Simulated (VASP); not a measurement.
An input for Ansatz (written as the equivalent of a VASP run, and not itself run):

Ansatz 0.2 input:
```yaml
crystal:
  lattice:
    - [0.0000000, 3.2485789, 3.2485789]
    - [3.2485789, 0.0000000, 3.2485789]
    - [3.2485789, 3.2485789, 0.0000000]
  atoms:
    - { symbol: Ba, position: [0.0000000, 0.0000000, 0.0000000] }
    - { symbol: Te, position: [0.2500000, 0.2500000, 0.2500000] }
kpoints:
  mp_grid: { grid: [7, 7, 7] }
hamiltonian:
  xc: pbesol
  pseudopotentials: { kind: paw }
scf:
  occupations: { method: gaussian, width: 0.05 }
  max_iter: 100
relax:
  max_steps: 40
  f_tol: 0.02
  cell: { p_target: 30 }
output: { forces: true, stress: true, eigenvalues: true }
```

Task: Write the VASP files for the same calculation (PBEsol).

Result: One answer among several that fit: 
### INCAR
```
IBRION = 2
ISMEAR = 0
PREC = Accurate
NSW = 40   ! most ionic steps
ALGO = Normal
LREAL = F   ! projection in real space or not
GGA = PS
LCHARG = F
SYSTEM = BaTe
ISIF = 3   ! ions, shape and volume
LMAXMIX = 4
NELM = 100
LASPH = T   ! aspherical one-centre terms
PSTRESS = 300   ! kbar
ENCUT = 500   ! plane-wave cut-off (eV)
EDIFF = 1E-6
SIGMA = 0.05   ! width (eV)
LWAVE = F
EDIFFG = -0.02   ! ionic stop
```

**POSCAR**
```
BaTe
1.0
  0.0000000000   3.2485788603   3.2485788603
  3.2485788603   0.0000000000   3.2485788603
  3.2485788603   3.2485788603   0.0000000000
Ba Te
1 1
direct
  0.0000000000   0.0000000000   0.0000000000
  0.2500000000   0.2500000000   0.2500000000
```

KPOINTS:
```
Automatic mesh
0
Gamma
7 7 7
0 0 0
```

POTCAR, in this order: Ba_sv Te (PBE.64 set). Program: vasp_std.

What does not carry over: each code has its own PAW files, so the cut-off isn't converted (ENCUT is set for VASP's; basis.ecutwfc is left out, and Ansatz then takes the one that its files recommend); Ansatz stops its SCF on the density residual and VASP on the energy change (EDIFF).

The structure was generated: BaTe was put into the zinc blende type (F-43m), which need not be its known phase. It was relaxed first under an external pressure of 30 GPa.
